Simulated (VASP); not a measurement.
A cell of SiC (wurtzite) near equilibrium:

```
CELL_PARAMETERS angstrom
      1.53719    -2.66249     0.00000
      1.53719     2.66249     0.00000
      0.00000     0.00000     5.04708
ATOMIC_POSITIONS crystal
  Si 0.66667 0.33333 0.49960
  Si 0.33333 0.66667 0.99960
  C  0.66667 0.33333 0.87540
  C  0.33333 0.66667 0.37540
```

Calculation: r2SCAN meta-GGA, VASP's PBE PAW potentials (set 64) (plane waves; VASP 6.6.1).

| run | ΔE (meV/atom) | σxx | σyy | σzz | largest shear component, with its sign (GPa) |
|---|---|---|---|---|---|
| as it is | 0.0 | -0.14 | -0.14 | -0.20 | 0.00 |
| after one change | 4.0 | 1.52 | 5.92 | 6.29 | 0.00 |
Stress is in GPa, positive when the cell is compressed.

Question: What was changed between the two runs?
(A) shear strain γ_yz = -2.0 %
(B) biaxial strain of -1.0 % in the yz plane with the ions relaxed
(C) isotropic strain of -1.5 %
(D) shear strain γ_xz = +1.5 %

Answer: B, biaxial strain of -1.0 % in the yz plane with the ions relaxed

The compound is SiC in the wurtzite structure, the rare 2H polytype.
